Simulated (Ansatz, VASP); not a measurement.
**CrO2 in two plane-wave programs**

Wanted: the spread between two codes on one cell, functional and k mesh.

Method: plane waves, with VASP 6.6.1 beside it; single point at PBE, in Ansatz 0.2.0.

**1. Starting point**

Symmetry: P4_2/mnm, No. 136, tetragonal system. The conventional cell has a = 4.421 Å, b = 4.421 Å, c = 2.917 Å, α = 90.00°, β = 90.00°, γ = 90.00°. Nearest to Cr lie 6 O at 1.88 to 1.92 Å. Nearest to O lie 3 Cr at 1.88 to 1.92 Å. Farther neighbours and most contacts between anions are not listed.

Coordinates:

```cif
data_structure
_symmetry_space_group_name_H-M 'P 1'
_symmetry_Int_Tables_number 1
_cell_length_a 4.4210
_cell_length_b 4.4210
_cell_length_c 2.9170
_cell_angle_alpha 90.000
_cell_angle_beta 90.000
_cell_angle_gamma 90.000
_cell_volume 57.01
loop_
_atom_site_label
_atom_site_type_symbol
_atom_site_fract_x
_atom_site_fract_y
_atom_site_fract_z
_atom_site_occupancy
Cr1 Cr 0.50000 0.50000 0.50000 1
Cr2 Cr 0.00000 0.00000 0.00000 1
O3 O 0.80100 0.19900 0.50000 1
O4 O 0.69900 0.69900 0.00000 1
O5 O 0.19900 0.80100 0.50000 1
O6 O 0.30100 0.30100 0.00000 1
```

**2. VASP: single point, PBE**

With cell and atoms fixed, the geometry can't cause a difference; cores, projectors, grids and the points listed under the comparison can.

Lines of VASP's logs that name or quote its potential files are left out, and so is its time.

INCAR reads:

```
SYSTEM = CrO2
PREC = Accurate
ENCUT = 520
EDIFF = 1E-06
NELM = 100
ISMEAR = -1
SIGMA = 0.05
LREAL = .FALSE.
ALGO = Normal
GGA = PE
NBANDS = 33
ISPIN = 2
MAGMOM = 3 3 0 0 0 0
LMAXMIX = 4
LORBIT = 11
LWAVE = .FALSE.
LCHARG = .FALSE.
KPAR = 2
ISIF = 2
```

POSCAR reads:

```
CrO2
1.0
    4.4210000000      0.0000000000      0.0000000000
    0.0000000000      4.4210000000      0.0000000000
    0.0000000000      0.0000000000      2.9170000000
Cr O
2 4
Direct
    0.5000000000      0.5000000000      0.5000000000
    0.0000000000      0.0000000000      0.0000000000
    0.8010000000      0.1990000000      0.5000000000
    0.6990000000      0.6990000000      0.0000000000
    0.1990000000      0.8010000000      0.5000000000
    0.3010000000      0.3010000000      0.0000000000
```

KPOINTS reads:

```
Automatic mesh
0
Gamma
6 6 9
0 0 0
```

The projector-augmented-wave data sets are Cr_pv and O (PBE family, release 64).

Started as:

```
$ mpirun -np 2 vasp_std
```

Numbers of over 12 decimals in the logs are rounded to 6 here.

The log of the run:

```text
[banner, memory and clock lines left out]
running    2 mpi-ranks, on    1 nodes
 distrk:  each k-point on    1 cores,    2 groups
 distr:  one band on    1 cores,    1 groups

 POSCAR found type information on POSCAR CrO
 POSCAR found :  2 types and       6 ions
 LDA part: xc-table for (Slater+PW92), standard interpolation
 POSCAR, INCAR and KPOINTS ok, starting setup
 FFT: planning ... GRIDC
 FFT: planning ... GRID_SOFT
 FFT: planning ... GRID
 WAVECAR not read
 entering main loop
       N       E                     dE             d eps       ncg     rms          rms(c)
DAV:   1     0.596690278110E+03    0.59669E+03   -0.26715E+04  6600   0.165E+03
DAV:   2    -0.128374832095E+02   -0.60953E+03   -0.56177E+03  7348   0.488E+02
DAV:   3    -0.649022256021E+02   -0.52065E+02   -0.51238E+02  6928   0.155E+02
DAV:   4    -0.659871825351E+02   -0.10850E+01   -0.10810E+01  7725   0.223E+01
DAV:   5    -0.660157917622E+02   -0.28609E-01   -0.28599E-01  8412   0.324E+00    0.423E+01
DAV:   6    -0.577855572614E+02    0.82302E+01   -0.90248E+01  7669   0.919E+01    0.387E+01
DAV:   7    -0.528430918694E+02    0.49425E+01   -0.63403E+01  7287   0.946E+01    0.191E+01
DAV:   8    -0.508759361456E+02    0.19672E+01   -0.57659E+00  7037   0.208E+01    0.837E+00
DAV:   9    -0.502211009018E+02    0.65484E+00   -0.13160E+00  8500   0.127E+01    0.249E+00
DAV:  10    -0.502487806575E+02   -0.27680E-01   -0.22046E-01  7300   0.347E+00    0.159E+00
DAV:  11    -0.502501485906E+02   -0.13679E-02   -0.32802E-02  8004   0.193E+00    0.798E-01
DAV:  12    -0.502463858725E+02    0.37627E-02   -0.98552E-03  9000   0.893E-01    0.342E-01
DAV:  13    -0.502460516047E+02    0.33427E-03   -0.92462E-04  7766   0.330E-01    0.161E-01
DAV:  14    -0.502459561999E+02    0.95405E-04   -0.35658E-04  7545   0.199E-01    0.502E-02
DAV:  15    -0.502459522218E+02    0.39781E-05   -0.91419E-05  7771   0.883E-02    0.257E-02
DAV:  16    -0.502459483329E+02    0.38890E-05   -0.14752E-05  8106   0.381E-02    0.132E-02
DAV:  17    -0.502459482205E+02    0.11234E-06   -0.45847E-06  6323   0.130E-02
   1 F= -.50245948E+02 E0= -.50239998E+02  d E =-.119004E-01  mag=     4.0000
```

OUTCAR, selected parts (step 2):

```text
ion  position               nearest neighbor table
   1  0.500  0.500  0.500-   3 1.88   5 1.88   4 1.92   6 1.92   4 1.92   6 1.92
   2  0.000  0.000  0.000-   4 1.88   6 1.88   5 1.92   3 1.92   3 1.92   5 1.92
   3  0.801  0.199  0.500-   1 1.88   2 1.92   2 1.92
   4  0.699  0.699  0.000-   2 1.88   1 1.92   1 1.92
   5  0.199  0.801  0.500-   1 1.88   2 1.92   2 1.92
   6  0.301  0.301  0.000-   2 1.88   1 1.92   1 1.92

  LATTYP: Found a simple tetragonal cell.
 ALAT       =     4.4210000000
 C/A-ratio  =     0.6598054739

 Subroutine GETGRP returns: Found 16 space group operations
 (whereof  8 operations were pure point group operations)

The static configuration has the point symmetry D_2h.
 The point group associated with its full space group is D_4h.

 Found     50 irreducible k-points:

   k-points           NKPTS =     50   k-points in BZ     NKDIM =     50   number of bands    NBANDS=     33

   dimension x,y,z NGX =    36 NGY =   36 NGZ =   24
   dimension x,y,z NGXF=    72 NGYF=   72 NGZF=   48

   ENCUT  =  520.0 eV  38.22 Ry    6.18 a.u.   8.22  8.22  5.42*2*pi/ulx,y,z

   NELECT =      48.0000    total number of electrons

 k-points in reciprocal lattice and weights: Automatic mesh
   0.00000000  0.00000000  0.00000000       0.003
   0.16666667  0.00000000  0.00000000       0.012
   0.33333333  0.00000000  0.00000000       0.012
   0.50000000  0.00000000  0.00000000       0.006
   0.16666667  0.16666667  0.00000000       0.012
   0.33333333  0.16666667  0.00000000       0.025
   0.50000000  0.16666667  0.00000000       0.012
   0.33333333  0.33333333  0.00000000       0.012
   0.50000000  0.33333333  0.00000000       0.012
[...]
0.50000000  0.33333333  0.44444444       0.025
   0.50000000  0.50000000  0.44444444       0.006

 average (electrostatic) potential at core
       1 -71.8192       2 -71.8192       3 -69.7760       4 -69.7760       5 -69.7760
       6 -69.7760

 E-fermi :   5.7062

 spin component 1
 k-point     1 :       0.0000    0.0000    0.0000
  band No.  band energies     occupation
    ...
     23       4.4561      1.00000
     24       4.5406      1.00000
     25       4.5586      1.00000
     26       4.5586      1.00000
     27       5.0541      1.00000
     28       6.7670      0.00000
     29       6.8857      0.00000
     30       9.3048      0.00000
     31       9.3048      0.00000
     32      10.3612      0.00000
    ...

 k-point     2 :       0.1667    0.0000    0.0000
  band No.  band energies     occupation
    ...
     23       4.7343      1.00000
     24       4.7921      1.00000
     25       4.8597      1.00000
     26       4.9945      1.00000
     27       5.1149      0.99999
     28       6.7666      0.00000
     29       7.1604      0.00000
     30       9.2089      0.00000
     31       9.2402      0.00000
     32      10.2293      0.00000
    ...

 k-point     3 :       0.3333    0.0000    0.0000
  band No.  band energies     occupation
    ...
     23       4.7180      1.00000
     24       4.9664      1.00000
     25       5.1190      0.99999
     26       5.3952      0.99801
     27       5.5406      0.96481
     28       6.4510      0.00000
     29       8.0356      0.00000
     30       9.0266      0.00000
     31       9.0868      0.00000
     32       9.7495      0.00000
    ...

 k-point     4 :       0.5000    0.0000    0.0000
  band No.  band energies     occupation
    ...
     22       4.0904      1.00000
     23       4.9027      1.00000
     24       4.9027      1.00000
     25       5.4257      0.99635
     26       5.4257      0.99635
     27       6.0164      0.00201
     28       6.0164      0.00201
     29       8.9689      0.00000
     30       8.9689      0.00000
     31       8.9773      0.00000
    ...

 k-point     5 :       0.1667    0.1667    0.0000
  band No.  band energies     occupation
    ...
     23       4.5643      1.00000
     24       4.7170      1.00000
     25       4.9322      1.00000
     26       5.3068      0.99966
     27       5.4158      0.99700
     28       6.7174      0.00000
     29       7.3679      0.00000
     30       9.0560      0.00000
     31       9.2992      0.00000
     32      10.0623      0.00000
    ...

 k-point     6 :       0.3333    0.1667    0.0000
  band No.  band energies     occupation
    ...
     22       4.2240      1.00000
     23       4.5629      1.00000
     24       4.8202      1.00000
     25       4.9530      1.00000
     26       5.4615      0.99257
     27       5.8308      0.07647
     28       6.5269      0.00000
     29       8.0075      0.00000
     30       8.9640      0.00000
     31       9.2192      0.00000
    ...

  Total        1.1965052      1.1965052      0.7814510     -0.0000000      0.0000000      0.0000000
  in kB       33.6238704     33.6238704     21.9601278     -0.0000000      0.0000000      0.0000000
  external PRESSURE =      29.7359562 kB  Pullay stress =       0.0000000 kB

  energy-cutoff  :      520.00
  volume of cell :       57.01
      direct lattice vectors                 reciprocal lattice vectors
     4.421000000  0.000000000  0.000000000     0.226193169  0.000000000  0.000000000
     0.000000000  4.421000000  0.000000000     0.000000000  0.226193169  0.000000000
     0.000000000  0.000000000  2.917000000     0.000000000  0.000000000  0.342817964

 POSITION                                       TOTAL-FORCE (eV/Angst)
 -----------------------------------------------------------------------------------
      2.21050      2.21050      1.45850         0.000000     -0.000000      0.000000
      0.00000      0.00000      0.00000         0.000000     -0.000000      0.000000
      3.54122      0.87978      1.45850         0.190726     -0.190726      0.000000
      3.09028      3.09028      0.00000        -0.190726     -0.190726      0.000000
      0.87978      3.54122      1.45850        -0.190726      0.190726      0.000000
      1.33072      1.33072      0.00000         0.190726      0.190726      0.000000
 -----------------------------------------------------------------------------------
    total drift:                                0.000000      0.000000      0.000000

  FREE ENERGIE OF THE ION-ELECTRON SYSTEM (eV)
  ---------------------------------------------------
  free  energy   TOTEN  =       -50.2459482205 eV

  energy  without entropy=      -50.2340478008  energy(sigma->0) =      -50.23999801

 total charge
# of ion       s       p       d       tot
------------------------------------------
    1        0.366   6.463   4.030  10.860
    2        0.366   6.463   4.030  10.860
    3        1.572   3.463   0.000   5.035
    4        1.572   3.463   0.000   5.035
    5        1.572   3.463   0.000   5.035
    6        1.572   3.463   0.000   5.035
--------------------------------------------------
tot          7.021  26.778   8.060  41.859

 magnetization (x)
# of ion       s       p       d       tot
------------------------------------------
    1        0.024   0.031   2.049   2.105
    2        0.024   0.031   2.049   2.105
    3       -0.003  -0.075   0.000  -0.078
    4       -0.003  -0.075   0.000  -0.078
    5       -0.003  -0.075   0.000  -0.078
    6       -0.003  -0.075   0.000  -0.078
--------------------------------------------------
tot          0.038  -0.238   4.098   3.898

[... 6 further parts left out ...]
```

At this level the cell is under a pressure of 3.0 GPa, so at these settings it is away from equilibrium. Oxides and halides of Cr are often magnetic insulators, and a metal at this level, without U or exact exchange, may be an artefact.

(Continued in part 2 of 2.)

[Lines on the potential files, build, host, timing and source positions are cut from VASP's logs without a mark.]

[Logs are printed without paths, hosts, clocks, repeated set-up lines and the standing remarks that a program may print on its own settings, such as how far it seeks lower states.]

[Hosts, paths, dates, database ids (printed as entryN), source tags and the programs' standing remarks are cut or masked in the printed files.]
